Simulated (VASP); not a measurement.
A run of VASP 6.6.1 is set up as follows.

INCAR

```
SYSTEM = GaP
PREC     = Accurate       ! precision mode
ENCUT    = 450            ! plane-wave cutoff, eV
EDIFF    = 1E-8           ! SCF threshold, eV
ISMEAR   = 0              ! smearing method
SIGMA    = 0.02           ! smearing width, eV
LREAL    = .FALSE.        ! projectors in reciprocal space
LASPH    = .TRUE.         ! aspherical terms in the spheres
NELM     = 120            ! most SCF steps
ALGO     = Normal         ! electronic algorithm
ISIF     = 2              ! what is computed and relaxed
LWAVE    = .FALSE.        ! write WAVECAR
LCHARG   = .FALSE.        ! write CHGCAR
GGA      = PE             ! functional
LEPSILON = .TRUE.         ! dielectric tensor by DFPT
IBRION   = 8              ! ionic algorithm
KPAR     = 2
```

Contents of KPOINTS:

```
regular mesh
0
G
  10 10 10
  0 0 0
```

Contents of POSCAR:

```
GaP                                     
1.0
   -0.0000000000      2.7250290627      2.7250290627
    2.7250290627     -0.0000000000      2.7250290627
    2.7250290627      2.7250290627      0.0000000000
  Ga              P             
     1     1
Direct
     1.0000000000000000    1.0000000000000000    1.0000000000000000
     0.7500000000000000    0.7500000000000000    0.7500000000000000
```

Potentials or basis: VASP PAW PBE potentials, release 64 (Ga_d, P).

Launch:

```sh
$ cat potpaw_PBE.64/Ga_d/POTCAR potpaw_PBE.64/P/POTCAR > POTCAR
$ mpirun -np 2 vasp_std > vasp.out
```

(1) Estimate the electronic dielectric tensor (diagonal).

(2) Estimate the Born charges (mean of the diagonal).

(3) Estimate the band gap on the k mesh.

(4) Predict the highest phonon frequency at Γ, LO-TO splitting left out.

Answers

(1) 10.64.

(2) Ga +2.19; P -2.19 e.

(3) 1.60 eV, indirect (least direct gap 1.83 eV).

(4) 357 cm⁻¹.

**Measured values to compare with.**

“Stacking defects in GaP nanowires: Electronic structure and optical properties”, 2018, arxiv:1810.01194 quotes, for a bulk crystal of GaP at 10 K: band gap 2.34 eV (indirect).

Measured gap of GaP: 2.34 eV (indirect; 10 K; quoted in “Stacking defects in GaP nanowires: Electronic structure and optical properties”, 2018, arxiv:1810.01194). This calculation gives 1.60 eV (-0.74 eV). Spin-orbit coupling on Ga is left out. The value is that of PBE on a finite k mesh, which can miss the band edges, without temperature or zero-point motion. Semilocal functionals fall short of measured gaps as a rule. The cell is a database's relaxed one, not the measured one, which moves gaps too.
